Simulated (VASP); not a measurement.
Calculation: optB88-vdW, VASP's PBE PAW potentials (set 64) (plane waves; VASP).

VASP ran on this input.

KPOINTS:
```
Regular mesh
0
gamma
 12 12 1
0 0 0
```

File POSCAR:
```
WSe2 bilayer
1
    3.3302679352     0.0000000000     0.0000000000
   -1.6651339676     2.8840962940     0.0000000000
    0.0000000000     0.0000000000    26.3711370830
W Se
2 4
Direct
  0.6666670000   0.3333330000   0.3745340000
  0.3333330000   0.6666670000   0.6254660000
  0.3333330000   0.6666670000   0.4392740000
  0.3333330000   0.6666670000   0.3097930000
  0.6666670000   0.3333330000   0.6902070000
  0.6666670000   0.3333330000   0.5607260000
```

### INCAR
```
! general
SYSTEM  =WSe2 bilayer
PREC    =Normal
ENCUT   =400   ! plane-wave cut-off (eV)
LREAL   =.FALSE.   ! projection in real space or not
LASPH   =.TRUE.   ! aspherical one-centre terms

! electronic loop
EDIFF   =1E-5
NELM    =100
NELMIN  =4
ALGO    =Normal   ! blocked Davidson
LMAXMIX =6   ! l cut-off of mixed one-centre charges

! smearing
ISMEAR  =0
SIGMA   =0.05   ! width (eV)

! functional
GGA     =BO
LUSE_VDW=.TRUE.
AGGAC   =0.0
PARAM1  =0.1833333333
PARAM2  =0.22

! ions
IBRION  =2   ! conjugate gradients
NSW     =50
ISIF    =4
EDIFFG  =-0.03   ! ionic stop

! output
LWAVE   =.TRUE.
LCHARG  =.FALSE.
```

POTCAR, in this order: W_sv Se (PBE.64 set). Program: vasp_std.

What VASP printed:

File OSZICAR:
```
...
       N       E                     dE             d eps       ncg     rms          rms(c)
DAV:   1    -0.297848047450E+02   -0.39563E-01   -0.16780E+00  1178   0.873E+00    0.104E+00
DAV:   2    -0.297638693072E+02    0.20935E-01   -0.15679E-01  1407   0.198E+00    0.583E-01
DAV:   3    -0.297571491932E+02    0.67201E-02   -0.32960E-02  1492   0.101E+00    0.390E-01
DAV:   4    -0.297548668737E+02    0.22823E-02   -0.63185E-03  1425   0.389E-01    0.216E-01
DAV:   5    -0.297546408496E+02    0.22602E-03   -0.14543E-03  1607   0.168E-01    0.664E-02
DAV:   6    -0.297549438325E+02   -0.30298E-03   -0.19372E-04  1318   0.685E-02    0.336E-02
DAV:   7    -0.297550323400E+02   -0.88507E-04   -0.82885E-05  1173   0.376E-02    0.148E-02
DAV:   8    -0.297553124083E+02   -0.28007E-03   -0.12600E-04  1147   0.403E-02    0.613E-03
DAV:   9    -0.297554325452E+02   -0.12014E-03   -0.68579E-05  1165   0.281E-02    0.552E-03
DAV:  10    -0.297555127899E+02   -0.80245E-04   -0.71002E-05  1093   0.247E-02    0.291E-03
DAV:  11    -0.297554984657E+02    0.14324E-04   -0.46025E-05  1035   0.244E-02    0.124E-03
DAV:  12    -0.297555798396E+02   -0.81374E-04   -0.70091E-05  1065   0.299E-02    0.598E-04
DAV:  13    -0.297556400514E+02   -0.60212E-04   -0.19850E-05   901   0.159E-02    0.818E-04
DAV:  14    -0.297557354879E+02   -0.95437E-04   -0.29975E-05   888   0.153E-02    0.479E-04
DAV:  15    -0.297558185531E+02   -0.83065E-04   -0.16563E-05   873   0.119E-02    0.400E-04
DAV:  16    -0.297558603383E+02   -0.41785E-04   -0.70215E-06   997   0.781E-03    0.445E-04
DAV:  17    -0.297559166496E+02   -0.56311E-04   -0.13147E-05  1063   0.102E-02    0.110E-04
DAV:  18    -0.297559379225E+02   -0.21273E-04   -0.66373E-06   800   0.905E-03    0.803E-05
DAV:  19    -0.297559507954E+02   -0.12873E-04   -0.55355E-06   944   0.787E-03    0.673E-05
DAV:  20    -0.297559645897E+02   -0.13794E-04   -0.61295E-06   930   0.824E-03    0.437E-05
DAV:  21    -0.297559772172E+02   -0.12627E-04   -0.60094E-06   784   0.845E-03    0.392E-05
DAV:  22    -0.297559818174E+02   -0.46002E-05   -0.64086E-06   847   0.931E-03
   2 F= -.29755982E+02 E0= -.29755982E+02  d E =-.107491E-01
       N       E                     dE             d eps       ncg     rms          rms(c)
DAV:   1    -0.297592815715E+02   -0.33044E-02   -0.10848E-01  1178   0.222E+00    0.263E-01
DAV:   2    -0.297576623700E+02    0.16192E-02   -0.10944E-02  1409   0.511E-01    0.152E-01
DAV:   3    -0.297572680028E+02    0.39437E-03   -0.22065E-03  1536   0.256E-01    0.991E-02
DAV:   4    -0.297571177281E+02    0.15027E-03   -0.44488E-04  1398   0.102E-01    0.548E-02
DAV:   5    -0.297571245521E+02   -0.68241E-05   -0.97973E-05  1389   0.438E-02
   3 F= -.29757125E+02 E0= -.29757125E+02  d E =-.118918E-01
       N       E                     dE             d eps       ncg     rms          rms(c)
DAV:   1    -0.297571524533E+02   -0.34725E-04   -0.37355E-04  1318   0.128E-01    0.184E-02
DAV:   2    -0.297571707847E+02   -0.18331E-04   -0.31108E-05  1084   0.300E-02    0.965E-03
DAV:   3    -0.297571993840E+02   -0.28599E-04   -0.82485E-06   872   0.178E-02    0.443E-03
DAV:   4    -0.297572219794E+02   -0.22595E-04   -0.24032E-06   857   0.869E-03    0.231E-03
DAV:   5    -0.297572542224E+02   -0.32243E-04   -0.21780E-06   859   0.630E-03    0.963E-04
DAV:   6    -0.297572735426E+02   -0.19320E-04   -0.89012E-07   820   0.408E-03    0.810E-04
DAV:   7    -0.297573668212E+02   -0.93279E-04   -0.54292E-06   987   0.648E-03    0.389E-04
DAV:   8    -0.297574208418E+02   -0.54021E-04   -0.23164E-06   782   0.565E-03    0.359E-04
DAV:   9    -0.297574220245E+02   -0.11826E-05   -0.23811E-06   866   0.488E-03
   4 F= -.29757422E+02 E0= -.29757422E+02  d E =-.121893E-01
       N       E                     dE             d eps       ncg     rms          rms(c)
DAV:   1    -0.297598602555E+02   -0.24394E-02   -0.10767E-01  1178   0.207E+00    0.266E-01
DAV:   2    -0.297584471130E+02    0.14131E-02   -0.83028E-03  1301   0.520E-01    0.125E-01
DAV:   3    -0.297581890506E+02    0.25806E-03   -0.46579E-04  1366   0.132E-01    0.571E-02
DAV:   4    -0.297581001154E+02    0.88935E-04   -0.30093E-04  1347   0.824E-02    0.222E-02
DAV:   5    -0.297581261402E+02   -0.26025E-04   -0.32504E-05  1058   0.324E-02    0.103E-02
DAV:   6    -0.297581442443E+02   -0.18104E-04   -0.68454E-06   822   0.158E-02    0.359E-03
DAV:   7    -0.297581817313E+02   -0.37487E-04   -0.44029E-06   796   0.965E-03    0.165E-03
DAV:   8    -0.297582241919E+02   -0.42461E-04   -0.28821E-06   852   0.645E-03    0.111E-03
DAV:   9    -0.297582666820E+02   -0.42490E-04   -0.20289E-06   782   0.518E-03    0.672E-04
DAV:  10    -0.297583889597E+02   -0.12228E-03   -0.63957E-06  1009   0.662E-03    0.343E-04
DAV:  11    -0.297584045654E+02   -0.15606E-04   -0.72936E-07   722   0.404E-03    0.234E-04
DAV:  12    -0.297584112645E+02   -0.66991E-05   -0.47821E-06   868   0.581E-03
   5 F= -.29758411E+02 E0= -.29758411E+02  d E =-.989240E-03
       N       E                     dE             d eps       ncg     rms          rms(c)
DAV:   1    -0.297646058234E+02   -0.62013E-02   -0.40117E-01  1178   0.400E+00    0.516E-01
DAV:   2    -0.297601669968E+02    0.44388E-02   -0.31246E-02  1273   0.100E+00    0.241E-01
DAV:   3    -0.297591994327E+02    0.96756E-03   -0.17325E-03  1372   0.254E-01    0.111E-01
DAV:   4    -0.297588382123E+02    0.36122E-03   -0.11570E-03  1404   0.160E-01    0.434E-02
DAV:   5    -0.297588532476E+02   -0.15035E-04   -0.11781E-04  1439   0.599E-02    0.203E-02
DAV:   6    -0.297588641432E+02   -0.10896E-04   -0.23806E-05   990   0.260E-02    0.686E-03
DAV:   7    -0.297589068618E+02   -0.42719E-04   -0.10382E-05   947   0.161E-02    0.329E-03
DAV:   8    -0.297589615594E+02   -0.54698E-04   -0.46388E-06   839   0.111E-02    0.190E-03
DAV:   9    -0.297590319675E+02   -0.70408E-04   -0.53876E-06   905   0.712E-03    0.115E-03
DAV:  10    -0.297591636932E+02   -0.13173E-03   -0.86948E-06   999   0.870E-03    0.612E-04
DAV:  11    -0.297592176640E+02   -0.53971E-04   -0.12387E-06   786   0.487E-03    0.321E-04
DAV:  12    -0.297592305057E+02   -0.12842E-04   -0.27113E-06   866   0.392E-03    0.165E-04
DAV:  13    -0.297592129356E+02    0.17570E-04   -0.55218E-06   950   0.411E-03    0.150E-04
DAV:  14    -0.297591683104E+02    0.44625E-04   -0.39489E-05  1061   0.979E-03    0.130E-04
DAV:  15    -0.297591581152E+02    0.10195E-04   -0.88493E-06   836   0.109E-02    0.103E-04
DAV:  16    -0.297591330042E+02    0.25111E-04   -0.22898E-05  1018   0.122E-02    0.846E-05
DAV:  17    -0.297591233607E+02    0.96435E-05   -0.11649E-05   940   0.102E-02
   6 F= -.29759123E+02 E0= -.29759123E+02  d E =-.170134E-02
       N       E                     dE             d eps       ncg     rms          rms(c)
DAV:   1    -0.297589572570E+02    0.17575E-03   -0.18766E-01  1186   0.440E+00    0.265E-01
DAV:   2    -0.297592076682E+02   -0.25041E-03   -0.28588E-02  1325   0.109E+00    0.140E-01
DAV:   3    -0.297588940683E+02    0.31360E-03   -0.97659E-04  1403   0.223E-01    0.686E-02
DAV:   4    -0.297587557607E+02    0.13831E-03   -0.49336E-04  1379   0.106E-01    0.295E-02
DAV:   5    -0.297587594545E+02   -0.36938E-05   -0.45629E-05  1265   0.423E-02
   7 F= -.29758759E+02 E0= -.29758759E+02  d E =0.363906E-03
       N       E                     dE             d eps       ncg     rms          rms(c)
DAV:   1    -0.297590034608E+02   -0.24770E-03   -0.99541E-02  1277   0.323E+00    0.195E-01
DAV:   2    -0.297594387125E+02   -0.43525E-03   -0.14799E-02  1269   0.796E-01    0.100E-01
DAV:   3    -0.297592941828E+02    0.14453E-03   -0.51511E-04  1431   0.162E-01    0.483E-02
DAV:   4    -0.297593738756E+02   -0.79693E-04   -0.23917E-04  1394   0.745E-02    0.198E-02
DAV:   5    -0.297593893045E+02   -0.15429E-04   -0.19693E-05  1026   0.285E-02    0.920E-03
DAV:   6    -0.297593909065E+02   -0.16020E-05   -0.63872E-06   872   0.141E-02
   8 F= -.29759391E+02 E0= -.29759391E+02  d E =-.267546E-03
```

OUTCAR:
```
------------------------ aborting loop because EDIFF is reached ----------------------------------------
  FORCE on cell =-STRESS in cart. coord.  units (eV):
  Direction    XX          YY          ZZ          XY          YZ          ZX
  --------------------------------------------------------------------------------------
  Total       -0.0912484     -0.0912483     -0.0643852      0.0000000     -0.0000000      0.0000000
  in kB       -0.5771887     -0.5771886     -0.4072665      0.0000000     -0.0000000      0.0000000
  external PRESSURE =      -0.5205479 kB  Pullay stress =       0.0000000 kB
  volume of cell :      253.29
      direct lattice vectors                 reciprocal lattice vectors
     3.330315432 -0.000000000  0.000000000     0.300271857  0.173362057 -0.000000000
    -1.665157716  2.884137442 -0.000000000     0.000000000  0.346724114 -0.000000000
     0.000000000  0.000000000 26.370384742    -0.000000000  0.000000000  0.037921328
 POSITION                                       TOTAL-FORCE (eV/Angst)
 -----------------------------------------------------------------------------------
      1.66516      0.96138      9.87590         0.000000     -0.000000     -0.021843
     -0.00000      1.92276     16.49449        -0.000000      0.000000      0.021843
     -0.00000      1.92276     11.56258        -0.000000      0.000000      0.016665
     -0.00000      1.92276      8.18965         0.000000      0.000000      0.009781
      1.66516      0.96138     18.18073        -0.000000     -0.000000     -0.009781
      1.66516      0.96138     14.80780         0.000000     -0.000000     -0.016665
 -----------------------------------------------------------------------------------
    total drift:                                0.000000      0.000000      0.000000
  FREE ENERGIE OF THE ION-ELECTRON SYSTEM (eV)
  ---------------------------------------------------
  free  energy   TOTEN  =       -29.7593909065 eV

  energy  without entropy=      -29.7593909065  energy(sigma->0) =      -29.75939091

 reached required accuracy - stopping structural energy minimisation
```
(Selected blocks of OUTCAR.)

### CONTCAR
```
WSe2 bilayer
   1.00000000000000
     3.3303154321215951   -0.0000000000000000    0.0000000000000000
    -1.6651577160607975    2.8841374424868662   -0.0000000000000000
     0.0000000000000000    0.0000000000000000   26.3703847419366646
  W               Se
     2     4
Direct
     0.6666669999999968    0.3333330000000032    0.3745071811151749
     0.3333330000000032    0.6666669999999968    0.6254928188848252
     0.3333330000000032    0.6666669999999968    0.4384685463774198
     0.3333330000000032    0.6666669999999968    0.3105625254002635
     0.6666669999999968    0.3333330000000032    0.6894374745997365
     0.6666669999999968    0.3333330000000032    0.5615314536225801
```

The cell is a sheet with vacuum, built from WSe2 (2H layered).
